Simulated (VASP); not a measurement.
```
CELL_PARAMETERS angstrom
      1.79204    -3.10391     0.00000
      1.79204     3.10391     0.00000
      0.00000     0.00000    11.52481
ATOMIC_POSITIONS crystal
  La 0.00000 0.00000 0.50000
  La 0.00000 0.00000 0.00000
  La 0.33333 0.66667 0.25000
  La 0.66667 0.33333 0.75000
```

Computed with LDA (Ceperley-Alder, Perdew-Zunger), VASP's LDA PAW potentials (set 64) (plane waves; VASP). Settings: 520 eV cut-off, 11×11×3 Γ-centred mesh, tetrahedra with Blöchl corrections, potentials La.

The cores are frozen, which limits the accuracy of field gradients.

Task: Give the principal components of the electric field gradient (V/Å²) and the asymmetry η at each nucleus.

Result: 
| atom | Vxx | Vyy | Vzz | η |
|---|---|---|---|---|
| La1 | -13.4 | -13.4 | 26.9 | 0.00 |
| La2 | -13.4 | -13.4 | 26.9 | 0.00 |
| La3 | -18.4 | -18.4 | 36.8 | 0.00 |
| La4 | -18.4 | -18.4 | 36.8 | 0.00 |

The compound is La in the dhcp structure. It was relaxed first, which changed the volume by -14 %.
